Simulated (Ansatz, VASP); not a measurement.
# Cross-check of TaN (TaN strained to the junction's net) between VASP and Ansatz

One calculation is typed for both programs; each brings its own data sets. How far apart do they land? The cell is generated by rule, not measured, and may not be a known phase. The structure shown is the end of the Ansatz relaxation below.

Program: Ansatz 0.2.0. Level of theory: plane waves, with VASP 6.6.1 beside it; single point at PBE. Results are calculated unless marked as measured.

## Step 1: The starting structure

The structure is tetragonal, space group I4/mmm (No. 139). The conventional cell has a = 3.072 Å, b = 3.072 Å, c = 4.448 Å, α = 90.00°, β = 90.00°, γ = 90.00°. Nearest to N lie 6 Ta at 2.17 to 2.22 Å. Nearest to Ta lie 6 N at 2.17 to 2.22 Å. Farther neighbours and most contacts between anions are not listed.

Coordinates:

```cif
data_structure
_symmetry_space_group_name_H-M 'I4/mmm'
_symmetry_Int_Tables_number 139
_cell_length_a 3.0720
_cell_length_b 3.0720
_cell_length_c 4.4478
_cell_angle_alpha 90.000
_cell_angle_beta 90.000
_cell_angle_gamma 90.000
_cell_volume 41.98
loop_
_atom_site_label
_atom_site_type_symbol
_atom_site_symmetry_multiplicity
_atom_site_Wyckoff_symbol
_atom_site_fract_x
_atom_site_fract_y
_atom_site_fract_z
_atom_site_occupancy
N1 N 2 a 0.00000 0.00000 0.00000 1
Ta1 Ta 2 b 0.50000 0.50000 0.00000 1
```

## Step 2: Ansatz: relaxation, PBE

Ansatz runs on its default PAW (the set named soft_2) files.

This run makes the geometry at which the two programs are then compared.

input.yaml

```yaml
crystal:
  lattice:
    - [3.072, 0.0, 0.0]
    - [0.0, 3.072, 0.0]
    - [0.0, 0.0, 4.4728751555]
  atoms:
    - { symbol: "N", position: [0.0, 0.0, 0.0] }
    - { symbol: Ta, position: [0.5, 0.5, 0.0] }
    - { symbol: "N", position: [0.5, 0.5, 0.5] }
    - { symbol: Ta, position: [0.0, 0.0, 0.5] }
kpoints:
  mp_grid: { grid: [12, 12, 7] }
scf:
  occupations: { method: fermi_dirac, width: 0.1 }
  max_iter: 150
hamiltonian:
  xc: pbe
relax:
  f_tol: 0.01
  max_steps: 40
  cell: { fix: [a, b, angles] }
```

Command:

```
$ ansatz run input.yaml --threads 4 --pin off --max-ram 10240MiB --backend cpu --events-out ev --progress --plain --runs-dir out
```

Numbers of over 12 decimals in the logs are rounded to 6 here.

The program printed:

```text
Engine: ansatz 0.2.0, aarch64-unknown-linux-gnu
Pseudopotentials: kind: paw
Pseudopotential: N, paw, valence charge 5, recommended cutoff 420 eV (normal), N.paw.azcp
Pseudopotential: Ta, paw, valence charge 13, recommended cutoff 420 eV (normal), Ta.paw.azcp
Functional definition: PBE
  parameter kappa = 0.804
  parameter beta = 0.066725
  exchange = pbe_x(kappa = kappa, mu = beta*pi^2/3)
  correlation = pbe_c(beta = beta)
Crystal: 4 atoms, lattice volume = 42.211 Å³
Basis set: ecut = 420 eV, 815 PW (Γ), exchange–correlation on 48×48×60 points (8 copies of the dense FFT grid, shifted against one another)
Bands: 22, of which v1, the nominal top of the filled ones, is band 18 counted from 1 (17 counted from 0)
Symmetry: 32 space group operations
Space group: I4/mmm (ITA 139), of the structure as read, at distance tolerance 3.5e-5 Å
k-points: 112 of 1008
Non-local potential: N, projectors of the file, l = 0: 2, l = 1: 2, l = 2: 1
Non-local potential: Ta, projectors of the file, l = 0: 3, l = 1: 2, l = 2: 2, l = 3: 1
PAW form: soft (Blöchl's): semilocal exchange-correlation on the pseudo side does not see the compensation charge
PAW one-centre angular grid: N, 110 points (default); XC on 64 Gauss nodes
PAW one-centre angular grid: Ta, 590 points (default); XC on 64 Gauss nodes
Initial density: superposition of atomic densities (neutral atoms: chi_scale 0, normalization atom), corrected by the library's trained network
Initial wavefunctions: pseudopotential atomic-orbital guess
Functional: x = pbe(κ = 0.804, μ = 0.219515), c = pbe(β = 0.066725)
SCF iter   1: F=—  HF=-20635.804351 eV  |F-HF|=—  |Δ(HF+E_count)|=         —  Δρ=2.54e-3  dr2=2.10e-3  ethr=1.77e-3  ⟨swp⟩=5.4  Hψ=23311  notcnv=0  defer=5
automatic band count: the SCF goes on with 26 bands, as 22 were too few: the levels above may hold too much charge
preconditioner: auto → Kerker (q_TF=auto, 2.657 Å⁻¹)  [metal: Δε(μ)=0.030 eV  Ē_g=11.118 eV  σ=0.100 eV  W_gap=0.07  n_scr=14 (ndim 8)  ℏωp=25.6 eV  f_vac=0.000  D(μ)=1.67/eV (n_scr^D=14)]
SCF iter   2: F=—  HF=-20635.803854 eV  |F-HF|=—  |Δ(HF+E_count)|=   4.97e-4  Δρ=1.30e-3  dr2=5.22e-4  ethr=5.82e-6  ⟨swp⟩=2.0  Hψ=4637  notcnv=0  defer=2
SCF iter   3: F=—  HF=-20635.803967 eV  |F-HF|=—  |Δ(HF+E_count)|=   1.13e-4  Δρ=2.17e-4  dr2=1.54e-5  ethr=1.45e-6  ⟨swp⟩=2.4  Hψ=4188  notcnv=0  defer=2
SCF iter   4: F=—  HF=-20635.804113 eV  |F-HF|=—  |Δ(HF+E_count)|=   1.46e-4  Δρ=7.06e-5  dr2=9.64e-7  ethr=4.28e-8  ⟨swp⟩=2.2  Hψ=4399  notcnv=0  defer=2
iter 5 did not close the SCF: its close was put off for the readings that it lacked (scf_convergence_deferred on its scf_iter line)
SCF iter   5: F=-20635.804113 eV  HF=-20635.804113 eV  |F-HF|=6.35e-9  |Δ(HF+E_count)|=   4.80e-8  Δρ=6.74e-6  dr2=8.25e-9  ethr=2.68e-9  ⟨swp⟩=2.1  Hψ=4781  notcnv=0  defer=2
SCF iter   6: F=-20635.804113 eV  HF=-20635.804113 eV  |F-HF|=2.22e-10  |Δ(HF+E_count)|=   7.21e-9  Δρ=1.44e-6  dr2=4.58e-10  ethr=2.29e-11  ⟨swp⟩=2.0  Hψ=7823  notcnv=0
SCF 1 converged in 6 iterations: F = -20635.804113 eV  dr2 = 4.58e-10
  greatest PAW one-centre occupation: 0.999 electrons in one spin orbital (limit 2), on the Ta atom at site 3 (counted from 0), in its partial waves of l = 0
relax step   1: F+E_penalty+E_count = -20635.80411264 eV  Δ(F+E_penalty+E_count) = +0.000e0 eV  max|allowed force component| = 6.792e-30 eV/Å  Δτ_max = 0.0000 Å  P = +7.943 GPa  Ω = 42.211 Å³  fix = [a, b, alpha, beta, gamma]  reactions: a +13.643, b +13.643 GPa  (6 SCF iters, dr2 threshold 1.00e-7 eV, accepted)
[...]
relax step   3: F+E_penalty+E_count = -20635.80673288 eV  Δ(F+E_penalty+E_count) = +6.539e-4 eV  max|allowed force component| = 2.046e-30 eV/Å  Δτ_max = 0.0000 Å  P = +9.691 GPa  Ω = 41.980 Å³  fix = [a, b, alpha, beta, gamma]  reactions: a +14.573, b +14.573 GPa  stress off target by 7.27e-2 GPa on what of the cell is left free  SCF on the basis re-selected at this cell (its energy is not comparable with the rows above)  (9 SCF iters)
[...]
relax step   4: F+E_penalty+E_count = -20635.80674922 eV  Δ(F+E_penalty+E_count) = -1.634e-5 eV  max|allowed force component| = 4.319e-29 eV/Å  Δτ_max = 0.0000 Å  P = +9.730 GPa  Ω = 41.975 Å³  energy of the carried Pulay correction = +1.528e-5 eV  fix = [a, b, alpha, beta, gamma]  reactions: a +14.593, b +14.593 GPa  (6 SCF iters, dr2 threshold 1.32e-8 eV, accepted)
[...]
relax step   5: F+E_penalty+E_count = -20635.80671996 eV  Δ(F+E_penalty+E_count) = +2.927e-5 eV  max|allowed force component| = 2.002e-29 eV/Å  Δτ_max = 0.0000 Å  P = +9.730 GPa  Ω = 41.975 Å³  fix = [a, b, alpha, beta, gamma]  reactions: a +14.593, b +14.593 GPa  stress off target by 2.98e-3 GPa on what of the cell is left free  SCF on the basis re-selected at this cell (its energy is not comparable with the rows above)  (11 SCF iters)
basis re-selected at this cell: Δ(F+E_penalty+E_count) = +2.927e-5 eV, ΔP = -0.000 GPa vs the last step (what re-selecting the basis moved, of the pressure what is left beyond the Pulay correction that the steps carried, after the strain that the cell walked since its last selection, with what the two solves' SCF thresholds leave and, on support functions, any second-order correction that the steps lacked; it is no m [...]
SCF converged after 11 iterations
Free energy (F): -20635.806720 eV
Harris-Foulkes:  -20635.806720 eV  (|F-HF|=7.28e-12)
Internal energy: -20635.752715 eV  (E = F + TS)
E sigma→0 (E₀):  -20635.779717 eV
Entropy (-TS):   -0.054005 eV (-13.501 meV/atom)
Fermi energy:    22.003386 eV
--- Per-component energies (eV) ---
  E_band       = -78.209644
  E_kinetic    = 1005.005721
  E_local      = -1149.731680  (includes V_loc(G=0)·N_el)
  E_nonlocal   = 120.493729
  E_hartree    = 389.232516
  E_xc         = -561.139383
  E_vxc        = -566.475624  (∫ρ·V_xc dr)
  E_paw        = -17049.108896  (= ΣΔE_a)
  E_vpaw       = -265.967342  (= ΣTr[D̂ρ^β])
  E_aug_tail   = 0.000521  (compensation charges beyond the density's cutoff)
  E_ewald      = -3390.505244
  E_smearing   = -0.054005  (= −TS)
  E_closure    = 0.000000  (closes the sum)
  Σ components = -20635.806720   (vs F -20635.806720, Δ=0.00e0)
--- Forces (eV/Å), atoms counted from 1 ---
  atom   1  N     -0.00000000     0.00000000    -0.00000000
  atom   2  Ta    -0.00000000    -0.00000000     0.00000000
  atom   3  N     -0.00000000    -0.00000000    -0.00000000
  atom   4  Ta    -0.00000000     0.00000000     0.00000000
  max |Σ_I F_I| component: 1.87e-28 eV/Å
--- Stress (GPa, compression-positive) ---
       14.592865      -0.000000       0.000000
       -0.000000      14.592865       0.000000
        0.000000       0.000000       0.002984
  P = ⅓ Tr σ = 9.7296 GPa (97.296 kbar)
--- Relaxed structure (3 steps of the walk, 3 accepted, 2 SCFs on fresh bases) ---
  F+E_penalty+E_count = -20635.80671996 eV   max|allowed force component| = 2.002e-29 eV/Å   (the final SCF, on the basis selected at the relaxed cell)
  cell:  # Å, volume = 41.9751 Å³
    - [3.072, 0.0, 0.0]
    - [0.0, 3.072, 0.0]
    - [0.0, 0.0, 4.447846]
  atoms:
    - { symbol: N, position: [0, 0, 0] }
    - { symbol: Ta, position: [0.500000, 0.500000, 0] }
    - { symbol: N, position: [0.500000, 0.500000, 0.5] }
    - { symbol: Ta, position: [0, 0, 0.5] }
```

## Step 3: VASP: single point, PBE

The same cell, functional, mesh and smearing now go to VASP, with its own data sets.

Lines of VASP's logs that name or quote its potential files are left out, and so is its time.

INCAR

```
SYSTEM = TaN
PREC = Accurate
ENCUT = 600
EDIFF = 1E-06
NELM = 120
ISMEAR = -1
SIGMA = 0.1
LREAL = .FALSE.
ALGO = Normal
GGA = PE
NBANDS = 22
LASPH = .TRUE.
LORBIT = 11
LWAVE = .FALSE.
LCHARG = .FALSE.
ISIF = 2
GGA_COMPAT = .FALSE.
```

POSCAR

```
TaN
1.0
    3.0720000000      0.0000000000      0.0000000000
    0.0000000000      3.0720000000      0.0000000000
    0.0000000000      0.0000000000      4.4478456657
N Ta
2 2
Direct
    0.0000000000      0.0000000000      0.0000000000
    0.5000000000      0.5000000000      0.5000000000
    0.5000000000      0.5000000000      0.0000000000
    0.0000000000      0.0000000000      0.5000000000
```

KPOINTS

```
Automatic mesh
0
Gamma
12 12 7
0 0 0
```

Potentials, in the order of the species: N and Ta_pv (PBE family, release 64).

Command:

```
$ mpirun -np 1 vasp_std
```

The program printed:

```text
[banner, memory and clock lines left out]
running    1 mpi-ranks, on    1 nodes
 distrk:  each k-point on    1 cores,    1 groups
 distr:  one band on    1 cores,    1 groups

 POSCAR found type information on POSCAR N Ta
 POSCAR found :  2 types and       4 ions
 LDA part: xc-table for (Slater+PW92), standard interpolation
 POSCAR, INCAR and KPOINTS ok, starting setup
 FFT: planning ... GRIDC
 FFT: planning ... GRID_SOFT
 FFT: planning ... GRID
 WAVECAR not read
 entering main loop
       N       E                     dE             d eps       ncg     rms          rms(c)
DAV:   1     0.280973958144E+03    0.28097E+03   -0.19393E+04  4928   0.173E+03
DAV:   2    -0.345777908039E+02   -0.31555E+03   -0.30321E+03  5766   0.468E+02
DAV:   3    -0.494079018770E+02   -0.14830E+02   -0.14396E+02  6280   0.931E+01
DAV:   4    -0.496722118488E+02   -0.26431E+00   -0.26137E+00  5976   0.120E+01
DAV:   5    -0.496784182145E+02   -0.62064E-02   -0.62014E-02  6328   0.136E+00    0.351E+01
DAV:   6    -0.437887638191E+02    0.58897E+01   -0.29334E+01  5848   0.372E+01    0.154E+01
DAV:   7    -0.436730075394E+02    0.11576E+00   -0.14299E+00  5722   0.770E+00    0.894E+00
DAV:   8    -0.436322155580E+02    0.40792E-01   -0.22155E-01  5864   0.345E+00    0.884E-01
DAV:   9    -0.436228511396E+02    0.93644E-02   -0.44825E-02  5968   0.122E+00    0.220E-01
DAV:  10    -0.436228707078E+02   -0.19568E-04   -0.39913E-03  6058   0.551E-01    0.993E-02
DAV:  11    -0.436226759192E+02    0.19479E-03   -0.58162E-04  6052   0.176E-01    0.205E-02
DAV:  12    -0.436226755705E+02    0.34874E-06   -0.71633E-05  6104   0.571E-02    0.659E-03
DAV:  13    -0.436226745928E+02    0.97770E-06   -0.31211E-06  5494   0.119E-02
   1 F= -.43622675E+02 E0= -.43595698E+02  d E =-.539523E-01
```

From OUTCAR (step 3):

```text
ion  position               nearest neighbor table
   1  0.000  0.000  0.000-   3 2.17   3 2.17   3 2.17   3 2.17   4 2.22   4 2.22
   2  0.500  0.500  0.500-   4 2.17   4 2.17   4 2.17   4 2.17   3 2.22   3 2.22
   3  0.500  0.500  0.000-   1 2.17   1 2.17   1 2.17   1 2.17   2 2.22   2 2.22   4 3.11   4 3.11
                             4 3.11   4 3.11   4 3.11   4 3.11   4 3.11   4 3.11
   4  0.000  0.000  0.500-   2 2.17   2 2.17   2 2.17   2 2.17   1 2.22   1 2.22   3 3.11   3 3.11
                             3 3.11   3 3.11   3 3.11   3 3.11   3 3.11   3 3.11

  LATTYP: Found a simple tetragonal cell.
 ALAT       =     3.0720000000
 C/A-ratio  =     1.4478664276

 Subroutine GETGRP returns: Found 16 space group operations
 (whereof 16 operations were pure point group operations)

The static configuration has the point symmetry D_4h.

 Found    112 irreducible k-points:

   k-points           NKPTS =    112   k-points in BZ     NKDIM =    112   number of bands    NBANDS=     22

   dimension x,y,z NGX =    28 NGY =   28 NGZ =   36
   dimension x,y,z NGXF=    56 NGYF=   56 NGZF=   72

   ENCUT  =  600.0 eV  44.10 Ry    6.64 a.u.   6.14  6.14  8.88*2*pi/ulx,y,z

   NELECT =      32.0000    total number of electrons

 k-points in reciprocal lattice and weights: Automatic mesh
   0.00000000  0.00000000  0.00000000       0.001
   0.08333333  0.00000000  0.00000000       0.004
   0.16666667  0.00000000  0.00000000       0.004
   0.25000000  0.00000000  0.00000000       0.004
   0.33333333  0.00000000  0.00000000       0.004
   0.41666667  0.00000000  0.00000000       0.004
   0.50000000  0.00000000  0.00000000       0.002
   0.08333333  0.08333333  0.00000000       0.004
   0.16666667  0.08333333  0.00000000       0.008
[...]
0.50000000  0.41666667  0.42857143       0.008
   0.50000000  0.50000000  0.42857143       0.002

 average (electrostatic) potential at core
       1 -61.1312       2 -61.1312       3 -34.6396       4 -34.6396

 E-fermi :   9.6827

 k-point     1 :       0.0000    0.0000    0.0000
  band No.  band energies     occupation
    ...
     15       5.8612      2.00000
     16       7.3674      2.00000
     17       7.6551      2.00000
     18       7.6551      2.00000
     19       9.4886      1.74907
     20       9.9336      0.15057
     21      11.4478      0.00000
     22      11.8504      0.00000

 k-point     2 :       0.0833    0.0000    0.0000
  band No.  band energies     occupation
    ...
     15       5.5138      2.00000
     16       7.7346      2.00000
     17       7.7814      2.00000
     18       7.8509      2.00000
     19       9.6347      1.23568
     20      10.5913      0.00023
     21      11.8846      0.00000
     22      12.3105      0.00000

 k-point     3 :       0.1667    0.0000    0.0000
  band No.  band energies     occupation
    ...
     14       4.8785      2.00000
     15       6.3589      2.00000
     16       7.9706      2.00000
     17       8.2644      2.00000
     18       8.5644      1.99997
     19       9.9479      0.13176
     20      12.0399      0.00000
     21      12.8103      0.00000
     22      12.9708      0.00000

  Total        4.0393415      4.0393415      0.1982747      0.0000000     -0.0000000      0.0000000
  in kB      154.1803485    154.1803485      7.5680807      0.0000000     -0.0000000      0.0000000
  external PRESSURE =     105.3095926 kB  Pullay stress =       0.0000000 kB

  energy-cutoff  :      600.00
  volume of cell :       41.98
      direct lattice vectors                 reciprocal lattice vectors
     3.072000000  0.000000000  0.000000000     0.325520833  0.000000000  0.000000000
     0.000000000  3.072000000  0.000000000     0.000000000  0.325520833  0.000000000
     0.000000000  0.000000000  4.447845666     0.000000000  0.000000000  0.224827945

 POSITION                                       TOTAL-FORCE (eV/Angst)
 -----------------------------------------------------------------------------------
      0.00000      0.00000      0.00000        -0.000000     -0.000000      0.000000
      1.53600      1.53600      2.22392        -0.000000     -0.000000     -0.000000
      1.53600      1.53600      0.00000         0.000000      0.000000      0.000000
      0.00000      0.00000      2.22392        -0.000000     -0.000000      0.000000
 -----------------------------------------------------------------------------------
    total drift:                                0.000000      0.000000      0.000000

  FREE ENERGIE OF THE ION-ELECTRON SYSTEM (eV)
  ---------------------------------------------------
  free  energy   TOTEN  =       -43.6226745928 eV

  energy  without entropy=      -43.5687222551  energy(sigma->0) =      -43.59569842

 total charge
# of ion       s       p       d       tot
------------------------------------------
    1        1.228   2.543   0.000   3.771
    2        1.228   2.543   0.000   3.771
    3        0.277   6.229   2.471   8.977
    4        0.277   6.229   2.471   8.977
--------------------------------------------------
tot          3.011  17.544   4.942  25.497

[... 3 further parts left out ...]
```

The run ends at a pressure of 10.53 GPa.

## Step 4: Side by side

Known differences besides the potentials themselves: the data sets hold 36 valence electrons in Ansatz (on its default PAW (the set named soft_2) files) and 32 in VASP; the cutoff is 420 eV in Ansatz and 600 eV in VASP; Ansatz's pressure holds a Pulay correction, VASP's none. Total energies have different zeros and are not compared.

Both answers:

```csv
quantity,Ansatz,VASP,difference
pressure (GPa),9.73,10.53,-0.80
```

## Step 5: What came out

- difference in pressure (single point, PBE): -0.80 GPa

What this shows: The difference in pressure is -0.80 GPa (single point, PBE), within the 1 GPa picked in this series as the mark of a large difference. The data sets hold unlike numbers of valence electrons (36 in Ansatz and 32 in VASP), so part of the differences comes from the potentials. How closely two codes agree says nothing of how well the functional describes the real material.

[Lines on the potential files, build, host, timing and source positions are cut from VASP's logs without a mark.]

[Logs are printed without paths, hosts, clocks, repeated set-up lines and the standing remarks that a program may print on its own settings, such as how far it seeks lower states.]

[Hosts, paths, dates, database ids (printed as entryN), source tags and the programs' standing remarks are cut or masked in the printed files.]
